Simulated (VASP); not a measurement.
**NbAs (relaxed from the CsCl type structure, space group Pm-3m): computed properties**

The numbers are results of PBEsol GGA, VASP's PBE PAW potentials (set 64) (plane waves; VASP), not measurements.

| Property | Value |
|---|---|
| space group | Pm-3m (221) |
| cell | a = b = c = 3.1810 Å, α = β = γ = 90.00° |
| volume per atom | 16.09 Å³/atom |
| band gap (over mesh and band path) | none (metal, semimetal or under 0.01 eV) |
| density | 8.66 g/cm³ |

```cif
data_AsNb
_chemical_formula_sum 'Nb1 As1'
_space_group_name_H-M_alt 'Pm-3m'
_space_group_IT_number 221
_space_group_name_Hall '-P 4 2 3'
_cell_length_a 3.18095
_cell_length_b 3.18095
_cell_length_c 3.18095
_cell_angle_alpha 90.000
_cell_angle_beta 90.000
_cell_angle_gamma 90.000
loop_
_atom_site_label
_atom_site_type_symbol
_atom_site_symmetry_multiplicity
_atom_site_Wyckoff_symbol
_atom_site_fract_x
_atom_site_fract_y
_atom_site_fract_z
_atom_site_occupancy
Nb1 Nb 1 a 0.00000 0.00000 0.00000 1
As1 As 1 b 0.50000 0.50000 0.50000 1
```

The structure was generated: NbAs was put into the CsCl type type (Pm-3m), which need not be its known phase. It was relaxed first, which changed the volume by -35 %. Symmetry was kept, so distortions that lower it aren't found.
